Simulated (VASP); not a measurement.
VASP ran on this input.

### INCAR
```
SYSTEM=BaTiO3
PREC=Accurate; ENCUT=520; LREAL=.FALSE.
LASPH=.TRUE.
EDIFF=1E-7; NELM=100; ALGO=Normal
LMAXMIX=4
ISMEAR=0; SIGMA=0.05
GGA=PE; IVDW=13
ISIF=2
LWAVE=.FALSE.; LCHARG=.FALSE.
```

### KPOINTS
```
Automatic mesh
0
Gamma
6 6 6
0 0 0
```

POSCAR:
```
BaTiO3
3.9302990
  0.9999999642   0.0000000000   0.0000000000
  0.0000000000   0.9999999642   0.0000000000
  0.0000000000   0.0000000000   0.9999999642
Ba Ti O
1 1 3
Direct
  0.0000000000   0.0000000000   0.0000000000
  0.5000000000   0.5000000000   0.5000000000
  0.5000000000   0.0000000000   0.5000000000
  0.0000000000   0.5000000000   0.5000000000
  0.5000000000   0.5000000000   0.0000000000
```

POTCAR, in this order: Ba_sv Ti_sv O (PBE.64 set). Program: vasp_std.

**Question.** Translate this PBE-D4 calculation to Ansatz.

**Answer.** One equivalent input (not run):
Ansatz 0.2 input:
```yaml
crystal:
  lattice:
    - [3.9302989, 0.0000000, 0.0000000]
    - [0.0000000, 3.9302989, 0.0000000]
    - [0.0000000, 0.0000000, 3.9302989]
  atoms:
    - { symbol: Ba, position: [0.0000000, 0.0000000, 0.0000000] }
    - { symbol: Ti, position: [0.5000000, 0.5000000, 0.5000000] }
    - { symbol: O, position: [0.5000000, 0.0000000, 0.5000000] }
    - { symbol: O, position: [0.0000000, 0.5000000, 0.5000000] }
    - { symbol: O, position: [0.5000000, 0.5000000, 0.0000000] }
kpoints:
  mp_grid: { grid: [6, 6, 6] }
hamiltonian:
  xc: pbe
  dispersion: d4
  pseudopotentials: { kind: paw }
scf:
  occupations: { method: gaussian, width: 0.05 }
  max_iter: 100
output: { forces: true, stress: true, eigenvalues: true }
```
Limits of the translation: each code has its own PAW files, so the cut-off isn't converted (ENCUT is set for VASP's; basis.ecutwfc is left out, and Ansatz then takes the one that its files recommend); Ansatz stops its SCF on the density residual and VASP on the energy change (EDIFF).

The compound is BaTiO3 in the cubic perovskite structure, the ideal cubic form; the compound distorts at low or room temperature. This cell is one point of a volume scan, at 0.94 of the reference volume.
